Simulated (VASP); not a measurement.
Output of a VASP run:

**OSZICAR**
```
       N       E                     dE             d eps       ncg     rms          rms(c)
DAV:   1     0.254519643097E+03    0.25452E+03   -0.13705E+04  3840   0.190E+03
DAV:   2     0.167355198091E+02   -0.23778E+03   -0.23635E+03  3936   0.496E+02
DAV:   3    -0.107872443785E+02   -0.27523E+02   -0.27303E+02  7520   0.137E+02
DAV:   4    -0.118679418006E+02   -0.10807E+01   -0.10806E+01  3960   0.290E+01
DAV:   5    -0.119257458963E+02   -0.57804E-01   -0.57804E-01  6304   0.461E+00    0.126E+01
DAV:   6    -0.100555123799E+02    0.18702E+01   -0.68609E+00  4520   0.313E+01    0.334E+00
DAV:   7    -0.100424224826E+02    0.13090E-01   -0.78563E-01  5784   0.776E+00    0.203E+00
DAV:   8    -0.100720039532E+02   -0.29581E-01   -0.21856E-01  4400   0.633E+00    0.731E-01
DAV:   9    -0.100630124769E+02    0.89915E-02   -0.48175E-02  4568   0.267E+00    0.596E-02
DAV:  10    -0.100632928830E+02   -0.28041E-03   -0.27209E-03  6048   0.428E-01    0.845E-02
DAV:  11    -0.100633043151E+02   -0.11432E-04   -0.17369E-04  4992   0.135E-01    0.312E-02
DAV:  12    -0.100632916076E+02    0.12707E-04   -0.32524E-05  4696   0.542E-02    0.141E-03
DAV:  13    -0.100632931823E+02   -0.15747E-05   -0.10091E-06  4832   0.925E-03    0.196E-03
DAV:  14    -0.100632941761E+02   -0.99373E-06   -0.20051E-07  3280   0.385E-03    0.112E-04
DAV:  15    -0.100632942164E+02   -0.40276E-07   -0.24644E-08  2456   0.154E-03
   1 F= -.10063294E+02 E0= -.10064012E+02  d E =-.100633E+02
```

File OUTCAR:
```
------------------------ aborting loop because EDIFF is reached ----------------------------------------
  FORCE on cell =-STRESS in cart. coord.  units (eV):
  Direction    XX          YY          ZZ          XY          YZ          ZX
  --------------------------------------------------------------------------------------
  Total        0.7654442      0.7654442      0.7437191      0.0000000      0.0000000      0.0000000
  in kB       37.3379560     37.3379577     36.2782158      0.0000000      0.0000000      0.0000000
  external PRESSURE =      36.9847099 kB  Pullay stress =       0.0000000 kB
  volume of cell :       32.85
      direct lattice vectors                 reciprocal lattice vectors
     1.440696948 -2.495360368  0.000000000     0.347054251 -0.200371861  0.000000000
     1.440696948  2.495360368  0.000000000     0.347054251  0.200371861  0.000000000
     0.000000000  0.000000000  4.568121874     0.000000000  0.000000000  0.218908345
 POSITION                                       TOTAL-FORCE (eV/Angst)
 -----------------------------------------------------------------------------------
      1.44070      0.83179      1.14203         0.000000      0.000000      0.000000
      1.44070     -0.83179      3.42609        -0.000000     -0.000000      0.000000
 -----------------------------------------------------------------------------------
    total drift:                               -0.000170      0.001048     -0.000018
  FREE ENERGIE OF THE ION-ELECTRON SYSTEM (eV)
  ---------------------------------------------------
  free  energy   TOTEN  =       -10.0632942164 eV

  energy  without entropy=      -10.0654473869  energy(sigma->0) =      -10.06401194

 reached required accuracy - stopping structural energy minimisation
```
(Selected blocks of OUTCAR.)

File POSCAR:
```
Ti
1
    1.4406969481    -2.4953603684     0.0000000000
    1.4406969481     2.4953603684     0.0000000000
    0.0000000000     0.0000000000     4.5681218741
Ti
2
Direct
  0.3333330000   0.6666670000   0.2500000000
  0.6666670000   0.3333330000   0.7500000000
```

### Question
Write an INCAR and KPOINTS that could have produced this output.

### Answer
One answer among several that fit: the input of the run itself, optB86b-vdW, plane waves, VASP's PBE PAW potentials (set 64).

**INCAR**
```
SYSTEM=Ti
NSW=30
LUSE_VDW=.True.
GGA=MK
ENCUT=520   ! plane-wave cut-off (eV)
ISMEAR=1
PREC=Accurate
EDIFFG=-0.01
LREAL=.False.   ! projection in real space or not
PARAM1=0.1234
EDIFF=1E-7
NELM=100   ! most electronic steps
SIGMA=0.1   ! width (eV)
IBRION=2   ! conjugate gradients
PARAM2=1.0
LASPH=.True.   ! aspherical one-centre terms
AGGAC=0.0
ISIF=4   ! ions and shape, fixed volume
LWAVE=.False.
LCHARG=.False.
ALGO=Normal   ! blocked Davidson
LMAXMIX=4   ! l cut-off of mixed one-centre charges
```

KPOINTS:
```
Automatic mesh
0
Gamma
14 14 8
0 0 0
```

POTCAR, in this order: Ti_sv (PBE.64 set). Program: vasp_std.

The compound is Ti in the hcp structure. This cell is one point of a volume scan, at 0.97 of the reference volume.
